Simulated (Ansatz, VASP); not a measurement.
# SnSe2: VASP beside Ansatz, part 2 of 2

Aim: how closely do two programs agree when they are given the same cell, functional and k mesh? The structure shown is the start of the Ansatz relaxation below; VASP solves that cell, so the two are compared at the walk's first step.

VASP 6.6.1 and Ansatz 0.2.0.

So far. Step 3 (VASP: single point, PBE with D3(BJ), start cell, pair 1): The run ends at a pressure of 0.36 GPa, with forces up to 0.37 eV/Å.

## Step 6: VASP: single point, PBE with D3(BJ), start cell, pair 2

Level of this step: PBE with D3(BJ); plane waves and PAW (Sn_d, Se) (VASP).

The same cell, functional, mesh and smearing now go to VASP, with its own data sets.

INCAR reads:

```
SYSTEM = SnSe2
PREC = Accurate
ENCUT = 400
EDIFF = 1E-06
NELM = 120
ISMEAR = 0
SIGMA = 0.02
LREAL = .FALSE.
ALGO = Normal
GGA = PE
IVDW = 12
NBANDS = 32
LORBIT = 11
LWAVE = .FALSE.
LCHARG = .FALSE.
ISIF = 2
LDIPOL = .TRUE.
IDIPOL = 3
DIPOL = 0.5 0.5 0.298
LVHAR = .TRUE.
LASPH = .TRUE.
GGA_COMPAT = .FALSE.
EFERMI = MIDGAP
NELMDL = -8
KPAR = 2
```

POSCAR reads:

```
SnSe2
1.0
    3.8100020000      0.0000000000      0.0000000000
   -1.9050010000      3.2995580000      0.0000000000
    0.0000000000      0.0000000000     42.3599690000
Sn Se
2 4
Direct
    0.0000000000      0.0000000000      0.2259207744
    0.0000000000      0.0000000000      0.3708690863
    0.3333334344      0.6666668687      0.2629843993
    0.6666667172      0.3333334344      0.1888577397
    0.3333334344      0.6666668687      0.4079321210
    0.6666667172      0.3333334344      0.3338054615
```

KPOINTS reads:

```
Automatic mesh
0
Gamma
9 9 1
0 0 0
```

Potentials, in the order of the species: Sn_d and Se (PBE family, release 64).

The run is started by

```sh
$ mpirun -np 2 vasp_std
```

Numbers of over 12 decimals in the logs are rounded to 6 here.

The program printed:

```text
[banner, memory and clock lines left out]
running    2 mpi-ranks, on    1 nodes
[...]
LDA part: xc-table for (Slater+PW92), standard interpolation
 POSCAR, INCAR and KPOINTS ok, starting setup
[...]
entering main loop
       N       E                     dE             d eps       ncg     rms          rms(c)
DAV:   1     0.373751928048E+03    0.37375E+03   -0.19461E+04   976   0.109E+03
DAV:   2     0.230693204693E+02   -0.35068E+03   -0.34555E+03  1000   0.263E+02
DAV:   3    -0.223406593164E+02   -0.45410E+02   -0.44987E+02   904   0.116E+02
DAV:   4    -0.241193977562E+02   -0.17787E+01   -0.17729E+01  1000   0.267E+01
[...]
DAV:  22    -0.236281649367E+02   -0.41747E-05   -0.54875E-08   640   0.960E-04    0.502E-04
DAV:  23    -0.236281688485E+02   -0.39117E-05   -0.60789E-08   608   0.113E-03    0.279E-04
DAV:  24    -0.236281698148E+02   -0.96633E-06   -0.23512E-08   624   0.737E-04
   1 F= -.25467743E+02 E0= -.25467743E+02  d E =0.000000E+00
```

OUTCAR, selected parts (step 6):

```text
 Edisp (eV)   -1.83957

  Total       1.48092     1.48092     1.96474    -0.00000     0.00000     0.00000
  in kB       4.45558     4.45558     5.91123    -0.00000     0.00000     0.00000
  external pressure =        4.94 kB  Pullay stress =        0.00 kB

 POSITION                                       TOTAL-FORCE (eV/Angst)
 -----------------------------------------------------------------------------------
      0.00000      0.00000      9.57000         0.000000     -0.000000      0.014502
      0.00000      0.00000     15.71000        -0.000000     -0.000000     -0.014502
      0.00000      2.19971     11.14001        -0.000000     -0.000000      0.389837
      1.90500      1.09985      8.00001         0.000000     -0.000000     -0.354485
      0.00000      2.19971     17.27999        -0.000000      0.000000      0.354485
      1.90500      1.09985     14.13999         0.000000      0.000000     -0.389837
 -----------------------------------------------------------------------------------
    total drift:                                0.000000     -0.000688      0.000205

  FREE ENERGIE OF THE ION-ELECTRON SYSTEM (eV)
  ---------------------------------------------------
  free  energy   TOTEN  =       -25.4677428175 eV

  energy  without entropy=      -25.4677428175  energy(sigma->0) =      -25.46774282

[... 3 further parts left out ...]
[key lines of the parts left out:]
E-fermi :  -2.6465
```

The run ends at a pressure of 0.49 GPa, with forces up to 0.39 eV/Å.

## Step 7: Differences

What differs besides the data sets and the points named for the pairs above, as far as they apply: the data sets hold 92 valence electrons in Ansatz (on its PAW soft_1 files) and 52 in VASP. Total energies have different zeros and are not compared.

Forces (eV/Å; atoms numbered as in POSCAR):

| atom | Ansatz x, y, z | VASP x, y, z |
| --- | --- | --- |
| Sn1 | 0.000, 0.000, 0.016 | 0.000, 0.000, 0.015 |
| Sn2 | 0.000, 0.000, -0.016 | 0.000, 0.000, -0.015 |
| Se3 | 0.000, 0.000, 0.373 | 0.000, 0.000, 0.390 |
| Se4 | 0.000, 0.000, -0.338 | 0.000, 0.000, -0.354 |
| Se5 | 0.000, 0.000, 0.338 | 0.000, 0.000, 0.354 |
| Se6 | 0.000, 0.000, -0.373 | 0.000, 0.000, -0.390 |

The forces differ by 7.9 meV/Å r.m.s., which is 4.5 % of the r.m.s. force of 0.176 eV/Å (both taken over all components). With vacuum in the cell, a pressure given here is an average over mostly empty space and none of the material.

## Step 8: Ansatz: relaxation, PBE with D3(BJ)

The two programs are compared at the cell with which this relaxation starts, whose forces are those of its first step. This pair takes another cell of the material, with 9 atoms against 6 for the pair before.

The structure compared here is the start of the Ansatz relaxation; VASP solves that cell, so the two are compared at the walk's first step.

input.yaml reads:

```yaml
crystal:
  lattice:
    - [3.81, 0.0, 0.0]
    - [-1.905, 3.29956, 0.0]
    - [0.0, 0.0, 31.42]
  atoms:
    - { symbol: Sn, position: [0.0, 0.0, 0.304583] }
    - { symbol: Se, position: [0.333333, 0.666667, 0.354551] }
    - { symbol: Se, position: [0.666667, 0.333333, 0.254615] }
    - { symbol: Sn, position: [0.0, 0.0, 0.5] }
    - { symbol: Se, position: [0.333333, 0.666667, 0.549968] }
    - { symbol: Se, position: [0.666667, 0.333333, 0.450032] }
    - { symbol: Sn, position: [0.0, 0.0, 0.695417] }
    - { symbol: Se, position: [0.333333, 0.666667, 0.745385] }
    - { symbol: Se, position: [0.666667, 0.333333, 0.645449] }
  periodic: [true, true, false]
kpoints:
  mp_grid: { grid: [9, 9, 1] }
hamiltonian:
  xc: pbe
  dispersion: d3bj
  pseudopotentials: { kind: paw, azcp: { folder: soft_1 } }
scf:
  occupations: { method: gaussian, width: 0.02 }
output:
  forces: true
  stress: true
  eigenvalues: true
relax:
  adjacent_minimum: "off"
  f_tol: 0.004
  max_steps: 80
  cell: { stress_2d_tol: 0.01 }
```

The run is started by

```sh
$ ansatz run input.yaml --threads 8 --pin off --max-ram 20480MiB --backend cpu --events-out ev --progress --plain --runs-dir out
```

The program printed:

```text
[...]
SCF iter   6: F=—  HF=-50893.259740 eV  |F-HF|=—  |Δ(HF+E_count)|=   2.13e-5  Δρ=7.37e-7  dr2=5.25e-9  ethr=4.10e-11  ⟨swp⟩=3.1  Hψ=1431  notcnv=0  defer=5
[...]
SCF iter  13: F=-50893.259741 eV  HF=-50893.259741 eV  |F-HF|=1.28e-9  |Δ(HF+E_count)|=   3.03e-9  Δρ=3.19e-9  dr2=1.43e-13  ethr=1.00e-12  ⟨swp⟩=6.3  Hψ=3463  notcnv=0
[...]
- { symbol: Se, position: [0.333333, 0.666667, 0.206891] }
    - { symbol: Se, position: [0.666667, 0.333333, 0.148468] }
    - { symbol: Sn, position: [0, 0, 0.287518] }
    - { symbol: Se, position: [0.333333, 0.666667, 0.316707] }
    - { symbol: Se, position: [0.666667, 0.333333, 0.258330] }
    - { symbol: Sn, position: [-4.019388580251303e-18, 0, 0.397366] }
    - { symbol: Se, position: [0.333333, 0.666667, 0.426569] }
    - { symbol: Se, position: [0.666667, 0.333333, 0.368146] }
[key lines of the parts left out:]
SCF converged after 13 iterations
Free energy (F): -50893.259741 eV
Fermi energy:    -5.568272 eV
P = ½ c Tr σ = 0.0002 N/m
```

## Step 9: VASP: single point, PBE with D3(BJ), start cell, pair 3

The same cell, functional, mesh and smearing now go to VASP, with its own data sets.

INCAR: that of step 6 with these lines changed.

```diff
@@ -11,3 +11,3 @@
 IVDW = 12
-NBANDS = 32
+NBANDS = 48
 LORBIT = 11
@@ -18,3 +18,3 @@
 IDIPOL = 3
-DIPOL = 0.5 0.5 0.298
+DIPOL = 0.5 0.5 0.288
 LVHAR = .TRUE.
```

POSCAR reads:

```
SnSe2
1.0
    3.8100020000      0.0000000000      0.0000000000
   -1.9050010000      3.2995580000      0.0000000000
    0.0000000000      0.0000000000     54.6399870000
Sn Se
3 6
Direct
    0.0000000000      0.0000000000      0.1751464180
    0.0000000000      0.0000000000      0.2875183700
    0.0000000000      0.0000000000      0.3998903221
    0.3333334344      0.6666668687      0.2038798435
    0.6666667172      0.3333334344      0.1464129741
    0.3333334344      0.6666668687      0.3162518139
    0.6666667172      0.3333334344      0.2587849261
    0.3333334344      0.6666668687      0.4286237660
    0.6666667172      0.3333334344      0.3711568965
```

KPOINTS is that of step 6.

The run is started by

```sh
$ mpirun -np 2 vasp_std
```

The program printed:

```text
[banner, memory and clock lines left out]
running    2 mpi-ranks, on    1 nodes
[...]
LDA part: xc-table for (Slater+PW92), standard interpolation
|                                                                             |
|           W    W    AA    RRRRR   N    N  II  N    N   GGGG   !!!           |
|           W    W   A  A   R    R  NN   N  II  NN   N  G    G  !!!           |
|           W    W  A    A  R    R  N N  N  II  N N  N  G       !!!           |
|           W WW W  AAAAAA  RRRRR   N  N N  II  N  N N  G  GGG   !            |
|           WW  WW  A    A  R   R   N   NN  II  N   NN  G    G                |
|           W    W  A    A  R    R  N    N  II  N    N   GGGG   !!!           |
|                                                                             |
|     One of the lattice vectors is very long (>50 A), but AMIN is rather     |
|     large. This can spoil convergence since charge sloshing might occur     |
|     along the long lattice vector. If problems with convergence are         |
|     observed, try to decrease AMIN to a smaller value (e.g. 0.01).          |
|     Note: This warning only applies if the self-consistency cycle is        |
|     used.                                                                   |
|                                                                             |

 POSCAR, INCAR and KPOINTS ok, starting setup
[...]
entering main loop
       N       E                     dE             d eps       ncg     rms          rms(c)
DAV:   1     0.624833687425E+03    0.62483E+03   -0.29329E+04  1368   0.114E+03
DAV:   2     0.461939294829E+02   -0.57864E+03   -0.56544E+03  1424   0.282E+02
DAV:   3    -0.326374322944E+02   -0.78831E+02   -0.77838E+02  1384   0.128E+02
DAV:   4    -0.361129402754E+02   -0.34755E+01   -0.34595E+01  1432   0.308E+01
[...]
DAV:  23    -0.354246858799E+02   -0.32058E-05   -0.37822E-08   880   0.811E-04    0.271E-04
DAV:  24    -0.354246886744E+02   -0.27944E-05   -0.47393E-08   872   0.629E-04    0.219E-04
DAV:  25    -0.354246890913E+02   -0.41686E-06   -0.56741E-09   864   0.361E-04
   1 F= -.38345416E+02 E0= -.38345416E+02  d E =-.370030-167
```

From OUTCAR (step 9):

```text
 Edisp (eV)   -2.92073

  Total       2.24501     2.24501     2.82812     0.00000     0.00000     0.00000
  in kB       5.23645     5.23645     6.59655     0.00000     0.00000     0.00000
  external pressure =        5.69 kB  Pullay stress =        0.00 kB

 POSITION                                       TOTAL-FORCE (eV/Angst)
 -----------------------------------------------------------------------------------
      0.00000      0.00000      9.57000         0.000000      0.000000      0.013735
      0.00000      0.00000     15.71000         0.000000      0.000000      0.000000
      0.00000      0.00000     21.85000        -0.000000     -0.000000     -0.013735
      0.00000      2.19971     11.13999        -0.000000      0.000000      0.388511
      1.90500      1.09985      8.00000        -0.000000     -0.000000     -0.354922
      0.00000      2.19971     17.28000        -0.000000      0.000000      0.374263
      1.90500      1.09985     14.14000         0.000000     -0.000000     -0.374263
      0.00000      2.19971     23.42000         0.000000      0.000000      0.354922
      1.90500      1.09985     20.28001         0.000000     -0.000000     -0.388511
 -----------------------------------------------------------------------------------
    total drift:                               -0.000000     -0.001031      0.000008

  FREE ENERGIE OF THE ION-ELECTRON SYSTEM (eV)
  ---------------------------------------------------
  free  energy   TOTEN  =       -38.3454155005 eV

  energy  without entropy=      -38.3454155005  energy(sigma->0) =      -38.34541550

[... 3 further parts left out ...]
[key lines of the parts left out:]
E-fermi :  -2.1737
```

The run ends at a pressure of 0.57 GPa, with forces up to 0.39 eV/Å.

## Step 10: Side by side

What differs besides the data sets and the points named for the pairs above, as far as they apply: the data sets hold 138 valence electrons in Ansatz (on its PAW soft_1 files) and 78 in VASP. Total energies have different zeros and are not compared.

Forces (eV/Å; atoms numbered as in POSCAR):

| atom | Ansatz x, y, z | VASP x, y, z |
| --- | --- | --- |
| Sn1 | 0.000, 0.000, 0.015 | 0.000, 0.000, 0.014 |
| Sn2 | 0.000, 0.000, 0.000 | 0.000, 0.000, 0.000 |
| Sn3 | 0.000, 0.000, -0.015 | 0.000, 0.000, -0.014 |
| Se4 | 0.000, 0.000, 0.372 | 0.000, 0.000, 0.389 |
| Se5 | 0.000, 0.000, -0.338 | 0.000, 0.000, -0.355 |
| Se6 | 0.000, 0.000, 0.358 | 0.000, 0.000, 0.374 |
| Se7 | 0.000, 0.000, -0.358 | 0.000, 0.000, -0.374 |
| Se8 | 0.000, 0.000, 0.338 | 0.000, 0.000, 0.355 |
| Se9 | 0.000, 0.000, -0.372 | 0.000, 0.000, -0.389 |

The forces differ by 7.8 meV/Å r.m.s., which is 4.4 % of the r.m.s. force of 0.176 eV/Å (both taken over all components). With vacuum in the cell, a pressure given here is an average over mostly empty space and none of the material.

## Step 11: Outcome

```json
{
 "r.m.s. force difference (single point, PBE with D3(BJ), start cell, pair 1)": "7.9 meV/Å",
 "r.m.s. force difference (single point, PBE with D3(BJ), start cell, pair 2)": "7.9 meV/Å",
 "r.m.s. force difference (single point, PBE with D3(BJ), start cell, pair 3)": "7.8 meV/Å"
}
```

In words: The r.m.s. force difference is 7.9 meV/Å (single point, PBE with D3(BJ), start cell, pair 2), within the 12 meV/Å picked in this series as the mark of a large difference. The data sets hold unlike numbers of valence electrons (46 in Ansatz and 26 in VASP, 92 in Ansatz and 52 in VASP and 138 in Ansatz and 78 in VASP), so part of the differences comes from the potentials. 6 further runs of this series are not shown here. How closely two codes agree says nothing of how well the functional describes the real material.

[Lines on the potential files, build, host, timing and source positions are cut from VASP's logs without a mark.]

[Logs are printed without paths, hosts, clocks, repeated set-up lines and the standing remarks that a program may print on its own settings, such as how far it seeks lower states.]

[Hosts, paths, dates, database ids (printed as entryN), source tags and the programs' standing remarks are cut or masked in the printed files.]
